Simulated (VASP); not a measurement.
Computed with PBE GGA, VASP's PBE PAW potentials (set 64) (plane waves; VASP).

VASP ran on this input.

File POSCAR:
```
CdF2
1
   -0.0000000000     2.7432900626     2.7432900626
    2.7432900626    -0.0000000000     2.7432900626
    2.7432900626     2.7432900626    -0.0000000000
Cd F
1 2
Direct
  1.0000000000   0.0000000000   1.0000000000
  0.2500000000   0.2500000000   0.2500000000
  0.7500000000   0.7500000000   0.7500000000
```

### INCAR
```
ALGO = Normal
EDIFF = 1E-6
EDIFFG = -0.02
ENCUT = 620
GGA = PE
IBRION = 2
ISIF = 3
ISMEAR = 0
LASPH = .TRUE.
LCHARG = .FALSE.
LMAXMIX = 4
LREAL = .FALSE.
LWAVE = .FALSE.
NELM = 100
NSW = 40
PREC = Accurate
SIGMA = 0.05
SYSTEM = CdF2
```

File KPOINTS:
```
Automatic mesh
0
G
7 7 7
```

POTCAR, in this order: Cd F (PBE.64 set). Program: vasp_std.

Output of the run:

### OSZICAR
```
       N       E                     dE             d eps       ncg     rms          rms(c)
DAV:   1     0.225078146991E+03    0.22508E+03   -0.17191E+04   696   0.176E+03
DAV:   2    -0.263615996820E+01   -0.22771E+03   -0.22127E+03   802   0.406E+02
DAV:   3    -0.126393253012E+02   -0.10003E+02   -0.99856E+01   739   0.954E+01
DAV:   4    -0.126939934618E+02   -0.54668E-01   -0.54658E-01   785   0.709E+00
DAV:   5    -0.126941980283E+02   -0.20457E-03   -0.20455E-03   755   0.371E-01    0.977E+00
DAV:   6    -0.108872537792E+02    0.18069E+01   -0.54605E+00   885   0.459E+01    0.699E+00
DAV:   7    -0.109291318109E+02   -0.41878E-01   -0.92389E-01   683   0.102E+01    0.405E+00
DAV:   8    -0.109197005458E+02    0.94313E-02   -0.18636E-01   742   0.431E+00    0.776E-01
DAV:   9    -0.109091339037E+02    0.10567E-01   -0.47457E-02   816   0.258E+00    0.104E-01
DAV:  10    -0.109096866632E+02   -0.55276E-03   -0.33648E-03   701   0.762E-01    0.123E-01
DAV:  11    -0.109097807912E+02   -0.94128E-04   -0.22123E-04   724   0.190E-01    0.503E-02
DAV:  12    -0.109098131423E+02   -0.32351E-04   -0.10290E-04   706   0.928E-02    0.172E-02
DAV:  13    -0.109098153028E+02   -0.21605E-05   -0.60689E-06   745   0.225E-02    0.657E-03
DAV:  14    -0.109098152219E+02    0.80934E-07   -0.16663E-06   538   0.197E-02
   1 F= -.10909815E+02 E0= -.10909815E+02  d E =-.109098E+02
```

File OUTCAR:
```
------------------------ aborting loop because EDIFF is reached ----------------------------------------
  FORCE on cell =-STRESS in cart. coord.  units (eV):
  Direction    XX          YY          ZZ          XY          YZ          ZX
  --------------------------------------------------------------------------------------
  Total        0.0126526      0.0126526      0.0126526      0.0000000      0.0000000      0.0000000
  in kB        0.4909580      0.4909580      0.4909580      0.0000000      0.0000000      0.0000000
  external PRESSURE =       0.4909580 kB  Pullay stress =       0.0000000 kB
  volume of cell :       41.29
      direct lattice vectors                 reciprocal lattice vectors
     0.000000000  2.743290063  2.743290063    -0.182262899  0.182262899  0.182262899
     2.743290063  0.000000000  2.743290063     0.182262899 -0.182262899  0.182262899
     2.743290063  2.743290063  0.000000000     0.182262899  0.182262899 -0.182262899
 POSITION                                       TOTAL-FORCE (eV/Angst)
 -----------------------------------------------------------------------------------
      0.00000      0.00000      0.00000        -0.000000     -0.000000     -0.000000
      1.37165      1.37165      1.37165         0.000000      0.000000      0.000000
      4.11494      4.11494      4.11494         0.000000     -0.000000     -0.000000
 -----------------------------------------------------------------------------------
    total drift:                                0.000000     -0.000000      0.000000
  FREE ENERGIE OF THE ION-ELECTRON SYSTEM (eV)
  ---------------------------------------------------
  free  energy   TOTEN  =       -10.9098152219 eV

  energy  without entropy=      -10.9098152219  energy(sigma->0) =      -10.90981522

 reached required accuracy - stopping structural energy minimisation
```
(Selected blocks of OUTCAR.)

### OUTCAR
```
 val. band max:       -1.7641597701   @ k =  -0.2857   0.4286   0.1429

 cond. band min:       1.1705950514   @ k =   0.0000   0.0000   0.0000


 Fermi energy:        -1.4770265457

 k-point     1 :       0.0000    0.0000    0.0000
  band No.  band energies     occupation
      1     -22.2261      2.00000
      2     -21.2645      2.00000
      3      -7.1808      2.00000
      4      -7.1808      2.00000
      5      -7.1808      2.00000
      6      -6.1967      2.00000
      7      -6.1967      2.00000
      8      -2.5497      2.00000
      9      -2.5497      2.00000
     10      -2.5497      2.00000
     11      -2.2684      2.00000
     12      -2.2684      2.00000
     13      -2.2684      2.00000
     14       1.1706      0.00000
     15      10.7316      0.00000
     16      10.7316      0.00000
     17      10.7316      0.00000

 k-point     2 :       0.1429    0.0000    0.0000
  band No.  band energies     occupation
      1     -22.1702      2.00000
      2     -21.3137      2.00000
      3      -7.1157      2.00000
      4      -7.1157      2.00000
      5      -6.9956      2.00000
      6      -6.2126      2.00000
      7      -6.2126      2.00000
      8      -3.1231      2.00000
      9      -2.7007      2.00000
     10      -2.7007      2.00000
     11      -2.3806      2.00000
     12      -2.2277      2.00000
     13      -2.2277      2.00000
     14       1.8825      0.00000
     15       9.8608      0.00000
     16      10.9987      0.00000
     17      10.9987      0.00000

 k-point     3 :       0.2857    0.0000    0.0000
  band No.  band energies     occupation
      1     -22.0222      2.00000
      2     -21.4442      2.00000
      3      -6.9826      2.00000
      4      -6.9826      2.00000
      5      -6.5258      2.00000
      6      -6.2120      2.00000
      7      -6.2120      2.00000
      8      -3.8730      2.00000
      9      -3.0261      2.00000
     10      -3.0261      2.00000
     11      -2.9671      2.00000
...
```

The compound is CdF2 in the fluorite structure. It was relaxed first, which changed the volume by +5 %.
